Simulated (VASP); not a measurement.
Method: PBE GGA with D3 dispersion (Becke-Johnson damping), VASP's PBE PAW potentials (set 64) (plane waves; VASP).

VASP ran on this input.

KPOINTS:
```
Automatic mesh
0
Gamma
13 13 13
0 0 0
```

File POSCAR:
```
LiH
1
    0.0000000000     1.9339132286     1.9339132286
    1.9339132286     0.0000000000     1.9339132286
    1.9339132286     1.9339132286     0.0000000000
Li H
1 1
Direct
  0.0000000000   0.0000000000   0.0000000000
  0.5000000000   0.5000000000   0.5000000000
```

**INCAR**
```
SYSTEM = LiH
PREC = Accurate; ENCUT = 520; LREAL = .False.
LASPH = .True.
EDIFF = 1E-7; NELM = 100; ALGO = Normal
ISMEAR = -5
GGA = PE; IVDW = 12
ISIF = 2
LWAVE = .False.; LCHARG = .True.; LORBIT = 11
NEDOS = 601
```

POTCAR, in this order: Li_sv H (PBE.64 set). Program: vasp_std.

### Question
What will the output report for the number of irreducible k-points (NKPTS), largest plane-wave count, number of space-group operations, FFT grid (NGX, NGY, NGZ)?

### Answer

```json
{
  "number of irreducible k-points (NKPTS)": "84",
  "largest_plane_wave_count": "399",
  "number_of_space_group_operations": "48",
  "FFT grid (NGX, NGY, NGZ)": "20 × 20 × 20"
}
```

The compound is LiH in the rock salt structure. It was relaxed first, which changed the volume by -15 %.
